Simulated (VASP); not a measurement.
## Initial- and final-state core-level shifts of HRh10O

Which atoms of HRh10O bind their core electrons more tightly, and does the hole change the order?

Main program and level: VASP 6.6.1; PBEsol, no spin polarisation; plane waves and PAW (H, O, Rh_pv), in the first sound run; inputs show where later runs differ.

## 1. The starting structure

The cell holds 12 atoms: 1 H, 1 O and 10 Rh. Cell: a = 5.416 Å, b = 2.708 Å, c = 24.610 Å, α = 90.0°, β = 90.0°, γ = 90.0°. It derives from Rh. Adsorbate: added OH, site hollow, coverage in monolayers 0.5, cell 2x1, faces one. Regions: adsorbate, 2 atoms (1 H and 1 O); layer 1, 2 atoms (2 Rh); layer 2, 2 atoms (2 Rh); layer 3, 2 atoms (2 Rh); other layers, 4 atoms (4 Rh). Vacuum lies along c.

Structure file:

```
H O Rh
1.0
     5.41644    0.00000    0.00000
     0.00000    2.70822    0.00000
     0.00000    0.00000   24.61000
H O Rh
1 1 10
Cartesian
  1.9090 1.3541 17.1100
  1.3688 1.3541 16.3100
  0.0000 0.0000 15.1600
  2.7082 0.0000 15.1600
  1.3541 1.3541 13.2450
  4.0623 1.3541 13.2450
  0.0000 0.0000 11.3300
  2.7082 0.0000 11.3300
  1.3541 1.3541 9.4150
  4.0623 1.3541 9.4150
  0.0000 0.0000 7.5000
  2.7082 0.0000 7.5000
```

## 2. Relaxation

The free atoms are relaxed first inside the given cell, which is kept (ISIF = 0), since core levels depend on the positions.

INCAR reads:

```
SYSTEM = HRh10O
PREC = Normal
ENCUT = 400
EDIFF = 1E-05
NELM = 100
ISMEAR = 0
SIGMA = 0.1
LREAL = Auto
ALGO = Fast
GGA = PS
NBANDS = 97
LASPH = .TRUE.
LWAVE = .FALSE.
LCHARG = .FALSE.
KPAR = 2
NCORE = 4
IBRION = 2
NSW = 50
ISIF = 0
EDIFFG = -0.05
```

POSCAR reads:

```
HRh10O
1.0
    5.4164379439      0.0000000000      0.0000000000
    0.0000000000      2.7082189719      0.0000000000
    0.0000000000      0.0000000000     24.6100000000
H O Rh
1 1 10
Selective dynamics
Direct
    0.3524531650      0.5000000000      0.6952458350  T T T
    0.2527131990      0.5000000000      0.6627387240  T T T
    0.0000000000      0.0000000000      0.6160097520  T T T
    0.5000000000      0.0000000000      0.6160097520  T T T
    0.2500000000      0.5000000000      0.5381958550  T T T
    0.7500000000      0.5000000000      0.5381958550  T T T
    0.0000000000      0.0000000000      0.4603819590  F F F
    0.5000000000      0.0000000000      0.4603819590  F F F
    0.2500000000      0.5000000000      0.3825680620  F F F
    0.7500000000      0.5000000000      0.3825680620  F F F
    0.0000000000      0.0000000000      0.3047541650  F F F
    0.5000000000      0.0000000000      0.3047541650  F F F
```

KPOINTS reads:

```
Automatic mesh
0
Gamma
4 7 1
0 0 0
```

Potentials, in the order of the species: H, O and Rh_pv (PBE family, release 64).

Command:

```bash
$ mpirun -np 8 vasp_std
```

Log:

```text
[banner, memory and clock lines left out]
running    8 mpi-ranks, on    1 nodes
 distrk:  each k-point on    4 cores,    2 groups
 distr:  one band on    4 cores,    1 groups

 POSCAR found type information on POSCAR H O Rh
 POSCAR found :  3 types and      12 ions
|                                                                             |
|               ----> ADVICE to this user running VASP <----                  |
|                                                                             |
|     You enforced a specific xc type in the INCAR file but a different       |
|     [... a line on the potential file left out ...]
|     I HOPE YOU KNOW WHAT YOU ARE DOING!                                     |
|                                                                             |

 LDA part: xc-table for (Slater+PW92), standard interpolation
 POSCAR, INCAR and KPOINTS ok, starting setup
 FFT: planning ... GRIDC
 FFT: planning ... GRID_SOFT
 FFT: planning ... GRID
 WAVECAR not read
 entering main loop
       N       E                     dE             d eps       ncg     rms          rms(c)
DAV:   1     0.148282249591E+04    0.14828E+04   -0.89746E+04  2984   0.131E+03
DAV:   2    -0.395251633502E+02   -0.15223E+04   -0.14682E+04  2551   0.434E+02
DAV:   3    -0.924711109236E+02   -0.52946E+02   -0.50575E+02  2556   0.830E+01
DAV:   4    -0.936309848179E+02   -0.11599E+01   -0.11555E+01  2488   0.116E+01
DAV:   5    -0.936717677031E+02   -0.40783E-01   -0.40766E-01  2847   0.197E+00    0.318E+01
RMM:   6    -0.924583059061E+02    0.12135E+01   -0.25930E+01  2328   0.191E+01    0.289E+01
RMM:   7    -0.143367266305E+03   -0.50909E+02   -0.15381E+01  2352   0.109E+01    0.532E+01
RMM:   8    -0.105821671273E+03    0.37546E+02   -0.74858E+00  2335   0.782E+00    0.341E+01
RMM:   9    -0.894494929146E+02    0.16372E+02   -0.66350E+00  2351   0.856E+00    0.175E+01
RMM:  10    -0.890716074787E+02    0.37789E+00   -0.35653E+00  2340   0.604E+00    0.167E+01
RMM:  11    -0.867009143133E+02    0.23707E+01   -0.16149E+00  2329   0.444E+00    0.440E+00
RMM:  12    -0.866678371299E+02    0.33077E-01   -0.30517E-01  2330   0.183E+00    0.459E+00
RMM:  13    -0.865543222324E+02    0.11351E+00   -0.97337E-02  2329   0.116E+00    0.316E+00
RMM:  14    -0.865314552218E+02    0.22867E-01   -0.55172E-02  2328   0.791E-01    0.239E+00
RMM:  15    -0.864996438939E+02    0.31811E-01   -0.39270E-02  2332   0.722E-01    0.138E+00
RMM:  16    -0.865006225191E+02   -0.97863E-03   -0.26274E-02  2331   0.536E-01    0.144E+00
RMM:  17    -0.864812882727E+02    0.19334E-01   -0.14391E-02  2334   0.416E-01    0.445E-01
RMM:  18    -0.864815478286E+02   -0.25956E-03   -0.37024E-03  2331   0.205E-01    0.471E-01
RMM:  19    -0.864796882104E+02    0.18596E-02   -0.23444E-03  2332   0.172E-01    0.202E-01
RMM:  20    -0.864797050350E+02   -0.16825E-04   -0.10779E-03  2337   0.104E-01    0.190E-01
RMM:  21    -0.864794141964E+02    0.29084E-03   -0.60915E-04  2284   0.818E-02    0.109E-01
RMM:  22    -0.864798903769E+02   -0.47618E-03   -0.40938E-04  2156   0.492E-02    0.146E-01
RMM:  23    -0.864799601177E+02   -0.69741E-04   -0.21479E-04  2048   0.337E-02    0.471E-02
RMM:  24    -0.864802802433E+02   -0.32013E-03   -0.14406E-04  2057   0.265E-02    0.695E-02
RMM:  25    -0.864803650821E+02   -0.84839E-04   -0.42881E-05  1741   0.186E-02    0.522E-02
RMM:  26    -0.864805145559E+02   -0.14947E-03   -0.36250E-05  1638   0.146E-02    0.332E-02
RMM:  27    -0.864805748164E+02   -0.60261E-04   -0.18807E-05  1451   0.798E-03    0.137E-02
RMM:  28    -0.864806392374E+02   -0.64421E-04   -0.12976E-05  1224   0.555E-03    0.543E-03
RMM:  29    -0.864807106176E+02   -0.71380E-04   -0.99555E-06  1078   0.454E-03    0.322E-03
RMM:  30    -0.864807729233E+02   -0.62306E-04   -0.45989E-06   832   0.333E-03    0.275E-03
RMM:  31    -0.864808209702E+02   -0.48047E-04   -0.36361E-06   813   0.309E-03    0.131E-03
RMM:  32    -0.864808479568E+02   -0.26987E-04   -0.29252E-06   933   0.338E-03    0.170E-03
RMM:  33    -0.864808581308E+02   -0.10174E-04   -0.14944E-06   585   0.250E-03    0.348E-04
RMM:  34    -0.864808608207E+02   -0.26899E-05   -0.57106E-07   538   0.231E-03
   1 F= -.86480861E+02 E0= -.86431985E+02  d E =-.864809E+02
 curvature:   0.00 expect dE= 0.000E+00 dE for cont linesearch  0.000E+00
 trial: gam= 0.00000 g(F)=  0.434E+00 g(S)=  0.000E+00 ort = 0.000E+00 (trialstep = 0.100E+01)
 search vector abs. value=  0.434E+00
 bond charge predicted
       N       E                     dE             d eps       ncg     rms          rms(c)
DAV:   1    -0.852494584247E+02    0.12314E+01   -0.13139E+02  2946   0.872E+01    0.251E+00
RMM:   2    -0.880474620223E+02   -0.27980E+01   -0.15770E+01  2330   0.169E+01    0.132E+01
RMM:   3    -0.868484440583E+02    0.11990E+01   -0.14471E+00  2335   0.526E+00    0.429E+00
RMM:   4    -0.868051537209E+02    0.43290E-01   -0.40665E-01  2367   0.234E+00    0.357E+00
RMM:   5    -0.867173876321E+02    0.87766E-01   -0.91425E-02  2349   0.119E+00    0.150E+00
RMM:   6    -0.867023252192E+02    0.15062E-01   -0.37556E-02  2343   0.733E-01    0.893E-01
RMM:   7    -0.867000484587E+02    0.22768E-02   -0.14739E-02  2338   0.448E-01    0.718E-01
RMM:   8    -0.866983570679E+02    0.16914E-02   -0.10091E-02  2340   0.357E-01    0.566E-01
RMM:   9    -0.866983985285E+02   -0.41461E-04   -0.78039E-03  2337   0.312E-01    0.517E-01
RMM:  10    -0.866962230265E+02    0.21755E-02   -0.29687E-03  2330   0.203E-01    0.169E-01
RMM:  11    -0.866963384084E+02   -0.11538E-03   -0.80405E-04  2326   0.103E-01    0.168E-01
RMM:  12    -0.866960628160E+02    0.27559E-03   -0.33397E-04  2310   0.705E-02    0.583E-02
RMM:  13    -0.866960818139E+02   -0.18998E-04   -0.12722E-04  2160   0.395E-02    0.579E-02
RMM:  14    -0.866960569432E+02    0.24871E-04   -0.62654E-05  1932   0.286E-02    0.156E-02
RMM:  15    -0.866960671291E+02   -0.10186E-04   -0.21202E-05  1479   0.161E-02    0.288E-02
RMM:  16    -0.866960615771E+02    0.55520E-05   -0.10405E-05  1285   0.119E-02
   2 F= -.86696062E+02 E0= -.86649323E+02  d E =-.215201E+00
[... from here on, the cycles between the ionic steps are left out ...]
   3 F= -.86696228E+02 E0= -.86649447E+02  d E =-.215367E+00
   4 F= -.86714163E+02 E0= -.86671107E+02  d E =-.179356E-01
   5 F= -.86766460E+02 E0= -.86721607E+02  d E =-.702329E-01
   6 F= -.86822005E+02 E0= -.86778283E+02  d E =-.555448E-01
   7 F= -.86889876E+02 E0= -.86848637E+02  d E =-.123416E+00
   8 F= -.86890184E+02 E0= -.86849118E+02  d E =-.123724E+00
   9 F= -.86900673E+02 E0= -.86859803E+02  d E =-.104891E-01
  10 F= -.86900885E+02 E0= -.86860033E+02  d E =-.107008E-01
  11 F= -.86909092E+02 E0= -.86868158E+02  d E =-.820731E-02
  12 F= -.86911614E+02 E0= -.86870637E+02  d E =-.107293E-01
  13 F= -.86913616E+02 E0= -.86872525E+02  d E =-.200128E-02
  14 F= -.86915899E+02 E0= -.86874474E+02  d E =-.428488E-02
  15 F= -.86917061E+02 E0= -.86875511E+02  d E =-.116154E-02
  16 F= -.86917048E+02 E0= -.86875446E+02  d E =-.114849E-02
  17 F= -.86918109E+02 E0= -.86876426E+02  d E =-.106093E-02
  18 F= -.86918314E+02 E0= -.86876525E+02  d E =-.126653E-02
  19 F= -.86918738E+02 E0= -.86876876E+02  d E =-.424208E-03
  20 F= -.86918895E+02 E0= -.86877056E+02  d E =-.580967E-03
 curvature:  -1.12 expect dE=-0.132E-02 dE for cont linesearch -0.140E-05
 trial: gam= 1.16859 g(F)=  0.118E-02 g(S)=  0.000E+00 ort = 0.477E-04 (trialstep = 0.335E+00)
 search vector abs. value=  0.377E-02
 bond charge predicted
       N       E                     dE             d eps       ncg     rms          rms(c)
DAV:   1    -0.869182168108E+02    0.67662E-03   -0.12893E-01  2761   0.262E+00    0.801E-02
RMM:   2    -0.869197796850E+02   -0.15629E-02   -0.10024E-02  2267   0.462E-01    0.285E-01
RMM:   3    -0.869194229718E+02    0.35671E-03   -0.94528E-04  2257   0.136E-01    0.182E-01
RMM:   4    -0.869192413109E+02    0.18166E-03   -0.29106E-04  2248   0.634E-02    0.103E-01
RMM:   5    -0.869192002430E+02    0.41068E-04   -0.79888E-05  2091   0.342E-02    0.748E-02
RMM:   6    -0.869191660531E+02    0.34190E-04   -0.38670E-05  1781   0.240E-02    0.420E-02
RMM:   7    -0.869191720816E+02   -0.60286E-05   -0.22253E-05  1480   0.172E-02
  21 F= -.86919172E+02 E0= -.86877322E+02  d E =-.276896E-03
 trial-energy change:   -0.000277  1 .order   -0.000271   -0.000413   -0.000128
 step:   0.4858(harm=  0.4858)  dis= 0.00314  next Energy=   -86.919195 (dE=-0.299E-03)
 reached required accuracy - stopping structural energy minimisation
```

It took 8.1 min on 8 MPI ranks of Intel Xeon Platinum 8488C (Sapphire Rapids), shared host; peak memory 1.8 GiB.

The logs omit lines about the potential files and the build; timing stands in the text.

Parts of OUTCAR (step 2):

```text
ion  position               nearest neighbor table
   1  0.352  0.500  0.695-   2 0.97
   2  0.253  0.500  0.663-   1 0.97   4 2.22   4 2.22   3 2.24   3 2.24
   3  0.000  0.000  0.616-   2 2.24   2 2.24   4 2.71   4 2.71   5 2.71   5 2.71   6 2.71   6 2.71

  LATTYP: Found a simple orthorhombic cell.
 ALAT       =     2.7082189719
 B/A-ratio  =     2.0000000000
 C/A-ratio  =     9.0871529427

 Subroutine GETGRP returns: Found  2 space group operations
 (whereof  2 operations were pure point group operations)

The static configuration has the point symmetry C_1h.

 Found     12 irreducible k-points:

   k-points           NKPTS =     12   k-points in BZ     NKDIM =     12   number of bands    NBANDS=     97

   dimension x,y,z NGX =    28 NGY =   14 NGZ =  120
   dimension x,y,z NGXF=    56 NGYF=   28 NGZF=  240

   ENCUT  =  400.0 eV  29.40 Ry    5.42 a.u.   8.83  4.42 40.13*2*pi/ulx,y,z

   NELECT =     157.0000    total number of electrons

 k-points in reciprocal lattice and weights: Automatic mesh
   0.00000000  0.00000000  0.00000000       0.036
   0.25000000  0.00000000  0.00000000       0.071
   0.50000000  0.00000000  0.00000000       0.036
   0.00000000  0.14285714  0.00000000       0.071
   0.25000000  0.14285714  0.00000000       0.143
   0.50000000  0.14285714  0.00000000       0.071
   0.00000000  0.28571429  0.00000000       0.071
   0.25000000  0.28571429  0.00000000       0.143
   0.50000000  0.28571429  0.00000000       0.071
   0.00000000  0.42857143  0.00000000       0.071
   0.25000000  0.42857143  0.00000000       0.143
   0.50000000  0.42857143  0.00000000       0.071

 average (electrostatic) potential at core
       1 -38.0923       2 -74.7801       3 -79.9572       4 -80.2949       5 -80.4747
       6 -80.6634       7 -80.3823       8 -80.3813       9 -80.3580      10 -80.3328
      11 -79.7317      12 -79.7301

 E-fermi :   2.1119

 k-point     1 :       0.0000    0.0000    0.0000
  band No.  band energies     occupation
    ...
     75       1.5412      2.00000
     76       1.9080      1.99607
     77       2.0021      1.87979
     78       2.0387      1.69954
     79       2.1443      0.64741
     80       2.1623      0.47671
     81       2.2988      0.00822
     82       2.4668      0.00000
     83       2.5104      0.00000
     84       2.5822      0.00000
    ...

 k-point     2 :       0.2500    0.0000    0.0000
  band No.  band energies     occupation
    ...
     76       1.5743      2.00000
     77       1.6649      2.00000
     78       1.6685      2.00000
     79       1.9552      1.97340
     80       1.9825      1.93286
     81       2.2184      0.13230
     82       2.2982      0.00843
     83       2.3128      0.00450
     84       2.4282      0.00001
     85       2.5691      0.00000
    ...

 k-point     3 :       0.5000    0.0000    0.0000
  band No.  band energies     occupation
    ...
     78       1.4665      2.00000
     79       1.5049      2.00000
     80       1.5232      2.00000
     81       1.8795      1.99899
     82       2.1253      0.85008
     83       2.2759      0.02045
     84       2.3289      0.00215
     85       2.5516      0.00000
     86       2.6819      0.00000
     87       2.7275      0.00000
    ...

  energy-cutoff  :      400.00
  volume of cell :      361.00
      direct lattice vectors                 reciprocal lattice vectors
     5.416437944  0.000000000  0.000000000     0.184623180  0.000000000  0.000000000
     0.000000000  2.708218972  0.000000000     0.000000000  0.369246361  0.000000000
     0.000000000  0.000000000 24.610000000     0.000000000  0.000000000  0.040633889

 POSITION                                       TOTAL-FORCE (eV/Angst)
 -----------------------------------------------------------------------------------
      1.79357      1.35411     17.26534         0.024667      0.000000      0.020923
      1.59892      1.35411     16.30319        -0.000009      0.000000      0.022779
      5.38040      0.00000     14.99086         0.026603      0.000000      0.037985
      2.72384      0.00000     15.04270        -0.001424      0.000000     -0.009748
      1.32790      1.35411     13.15775        -0.003436      0.000000     -0.033611
      4.02927      1.35411     13.26376         0.026265      0.000000      0.028340
      0.00000      0.00000     11.33000        -0.063025      0.000000     -0.546270
      2.70822      0.00000     11.33000        -0.034051      0.000000     -0.346936
      1.35411      1.35411      9.41500        -0.009202      0.000000     -0.704084
      4.06233      1.35411      9.41500         0.055074      0.000000     -0.587692
      0.00000      0.00000      7.50000        -0.015895      0.000000      1.064153
      2.70822      0.00000      7.50000        -0.005568      0.000000      1.054162
 -----------------------------------------------------------------------------------
    total drift:                                0.000584      0.000000     -0.005388

  FREE ENERGIE OF THE ION-ELECTRON SYSTEM (eV)
  ---------------------------------------------------
  free  energy   TOTEN  =       -86.9191720816 eV

  energy  without entropy=      -86.8354721288  energy(sigma->0) =      -86.87732211

 reached required accuracy - stopping structural energy minimisation

[... 3 further parts left out ...]
```

CONTCAR:

```
HRh10O
   1.00000000000000
     5.4164379439000001    0.0000000000000000    0.0000000000000000
     0.0000000000000000    2.7082189719000000    0.0000000000000000
     0.0000000000000000    0.0000000000000000   24.6099999999999994
  H               O               Rh
     1     1    10
Selective dynamics
Direct
     0.3311342956203814    0.5000000000000000    0.7015580673380122   T   T   T
     0.2951971867280219    0.5000000000000000    0.6624620737805711   T   T   T
     0.9933460162617587    0.0000000000000000    0.6091368893374972   T   T   T
     0.5028831913733813    0.0000000000000000    0.6112434303046529   T   T   T
     0.2451617717272004    0.5000000000000000    0.5346503788683705   T   T   T
     0.7438962021544977    0.5000000000000000    0.5389580726670984   T   T   T
     0.0000000000000000    0.0000000000000000    0.4603819590000029   F   F   F
     0.5000000000000000    0.0000000000000000    0.4603819590000029   F   F   F
     0.2500000000000000    0.5000000000000000    0.3825680619999972   F   F   F
     0.7500000000000000    0.5000000000000000    0.3825680619999972   F   F   F
     0.0000000000000000    0.0000000000000000    0.3047541649999985   F   F   F
     0.5000000000000000    0.0000000000000000    0.3047541649999985   F   F   F
```

The PAW data sets were made with PBE, which is usual practice but a small mismatch for other functionals. The run keeps the 2 symmetry operations of its start, so it cannot find a distortion of lower symmetry.

Step by step:

```tsv
step	energy less that of the first step (eV)	largest force (eV/Å)
1	0.0000	1.6157
2	-0.2152	2.0452
3	-0.2154	2.0065
4	-0.2333	2.3816
5	-0.2856	1.0631
6	-0.3411	1.0636
7	-0.4090	1.0632
8	-0.4093	1.0609
9	-0.4198	1.0658
10	-0.4200	1.0656
11	-0.4282	1.0653
12	-0.4308	1.0675
13	-0.4328	1.0614
14	-0.4350	1.0651
15	-0.4362	1.0638
16	-0.4362	1.0646
17	-0.4372	1.0634
18	-0.4375	1.0601
19	-0.4379	1.0658
20	-0.4380	1.0642
21	-0.4383	1.0643
```

The atoms that moved most (Å):

```tsv
atom	dx	dy	dz	length
O2	0.230	0.000	-0.007	0.230
H1	-0.115	0.000	0.155	0.194
Rh3	-0.036	0.000	-0.169	0.173
Rh4	0.016	0.000	-0.117	0.118
Rh5	-0.026	0.000	-0.087	0.091
Rh6	-0.033	0.000	0.019	0.038
```

Final coordinates:

```xyz
12
Lattice="5.4164 0.0000 0.0000 0.0000 2.7082 0.0000 0.0000 0.0000 24.6100" Properties=species:S:1:pos:R:3
H     1.7936    1.3541   17.2653
O     1.5989    1.3541   16.3032
Rh   -0.0360    0.0000   14.9909
Rh    2.7238    0.0000   15.0427
Rh    1.3279    1.3541   13.1577
Rh    4.0293    1.3541   13.2638
Rh    0.0000    0.0000   11.3300
Rh    2.7082    0.0000   11.3300
Rh    1.3541    1.3541    9.4150
Rh    4.0623    1.3541    9.4150
Rh    0.0000    0.0000    7.5000
Rh    2.7082    0.0000    7.5000
```

Numbers from this step:

```yaml
free_energy_toten: -86.9192 eV
energy_at_zero_smearing: -86.8773 eV
fermi_energy: 2.112 eV
```

The forces on the free atoms are under 0.05 eV/Å, while the fixed ones keep up to 1.1 eV/Å.

(Continued in part 2 of 3.)

[Lines on the potential files, build, host, timing and source positions are cut from VASP's logs without a mark.]

[Logs are printed without paths, hosts, clocks, repeated set-up lines and the standing remarks that a program may print on its own settings, such as how far it seeks lower states.]

[Hosts, paths, dates, database ids (printed as entryN), source tags and the programs' standing remarks are cut or masked in the printed files.]
